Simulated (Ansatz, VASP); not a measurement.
RbLi3Rh: VASP beside Ansatz

```
CELL_PARAMETERS angstrom
4.70834 0.00000 0.00000
0.00000 4.70834 0.00000
0.00000 0.00000 4.70834
ATOMIC_POSITIONS crystal
Rb 0.00000 0.00000 0.00000
Li 0.50000 0.00000 0.00000
Li 0.00000 0.50000 0.00000
Li 0.00000 0.00000 0.50000
Rh 0.50000 0.50000 0.50000
```

Alike in both runs: task single point; functional PBE; k mesh 4 × 4 × 4; occupations gaussian, width 0.1 eV; collinear spin.

|  | VASP | Ansatz |
| --- | --- | --- |
| version | VASP 6.6.1 | Ansatz 0.2.0 |
| potentials or method | VASP PAW PBE potentials, release 64 (Rb_sv, Li_sv, Rh_pv) | scalar-relativistic, plane waves, PAW |
| plane-wave cutoff (eV) | 520 | 420 |
| valence electrons in the cell | 33 | 35 |

|  | VASP | Ansatz | Ansatz less VASP |
| --- | --- | --- | --- |
| gap on the k mesh at the Fermi level (eV) | none | none | - |
| net moment per atom (μB) | 0.06 | 0.06 | 0.000 |
| size of the moment on the site where the two differ most (μB) | 0.41 | 0.42 | +0.012 |

Site moments also hang on the region over which each program counts them. A gap of «none» marks a metal or a gap that the smearing closes. The functional is the same, so the differences come from potentials, cutoffs and numerics. The two sets of potentials don't hold the same shells in valence.
